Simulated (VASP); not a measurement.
The system is PbSe.

```
Pb Se
1.0
     0.00000    3.06000    3.06000
     3.06000    0.00000    3.06000
     3.06000    3.06000    0.00000
Pb Se
1 1
Direct
  0.00000 0.00000 0.00000
  0.50000 0.50000 0.50000
```

The cell was built by a generator and needn't be a form met in nature.

```yaml
Program: VASP 6.6.1
Task: relaxation of cell and atoms
Functional: PBE
Potentials_or_basis: VASP PAW PBE potentials, release 64 (Pb_d, Se)
Cutoff: 700 eV
k_mesh: 10 × 10 × 10
Occupations: gaussian, width 0.02 eV
Spin: no spin polarisation
```

At the start: pressure 2.5 GPa; volume 28.65 Å³/atom.

**Question.** Where does the relaxation end?

**Answer.** Over 3 steps the energy falls by 10.5 meV/atom and the volume is 30.06 Å³/atom (+4.9 %); space group Fm-3m (No. 225, to 0.05 Å).

Step by step:
```csv
step,energy change (eV),largest force (eV/Å),pressure (GPa),volume (Å³)
1,0.0000,0.0000,2.49,57.31
2,-0.0189,0.0000,-0.70,61.07
3,-0.0210,0.0000,0.02,60.12
```

Final structure:
```
CELL_PARAMETERS angstrom
0.00000 3.10937 3.10937
3.10937 0.00000 3.10937
3.10937 3.10937 0.00000
ATOMIC_POSITIONS crystal
Pb 0.00000 0.00000 0.00000
Se 0.50000 0.50000 0.50000
```
